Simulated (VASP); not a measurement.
Input for VASP

POSCAR:
```
ZnS
1
    0.0000000000     2.7174585532     2.7174585532
    2.7174585532     0.0000000000     2.7174585532
    2.7174585532     2.7174585532     0.0000000000
Zn S
1 1
Direct
  0.0000000000   0.0000000000   0.0000000000
  0.2500000000   0.2500000000   0.2500000000
```

**KPOINTS**
```
Regular mesh
0
G
  9 9 9
```

INCAR:
```
! general
SYSTEM   = ZnS
PREC     = Accurate
ENCUT    = 520
LREAL    = .False.
LASPH    = .True.

! electronic loop
EDIFF    = 1E-7
NELM     = 100
ALGO     = Normal
LMAXMIX  = 4

! smearing
ISMEAR   = 0
SIGMA    = 0.05

! functional
GGA      = CX
LUSE_VDW = .True.
AGGAC    = 0.0

! ions
ISIF     = 2

! output
LWAVE    = .False.
LCHARG   = .False.
```

POTCAR, in this order: Zn S (PBE.64 set). Program: vasp_std.

Q: Write an equivalent input for Quantum ESPRESSO's pw.x.

A: One equivalent input (not run):
```
&CONTROL
  calculation = 'scf'
  pseudo_dir = './pseudo'
  outdir = './out'
  tprnfor = .true.
  tstress = .true.
/
&SYSTEM
  ibrav = 0
  nat = 2
  ntyp = 2
  ecutwfc = 84
  occupations = 'smearing'
  smearing = 'gaussian'
  degauss = 0.003675
  input_dft = 'vdw-df-cx'
/
&ELECTRONS
  conv_thr = 7.3e-09
  electron_maxstep = 100
/
ATOMIC_SPECIES
  Zn 65.380 Zn.upf
  S 32.060 S.upf
CELL_PARAMETERS angstrom
     0.0000000    2.7174586    2.7174586
     2.7174586    0.0000000    2.7174586
     2.7174586    2.7174586    0.0000000
ATOMIC_POSITIONS crystal
  Zn   0.0000000  0.0000000  0.0000000
  S    0.2500000  0.2500000  0.2500000
K_POINTS automatic
  9 9 9 0 0 0
```
Limits of the translation: the potentials are each code's own (VASP's PAW set, PseudoDojo norm-conserving files in pw.x), so ENCUT and ecutwfc are chosen apart and not converted; conv_thr bounds pw.x's estimated SCF error, while EDIFF bounds the energy change between steps.

The compound is ZnS in the zinc blende structure. This cell is one point of a volume scan, at 1.03 of the reference volume.
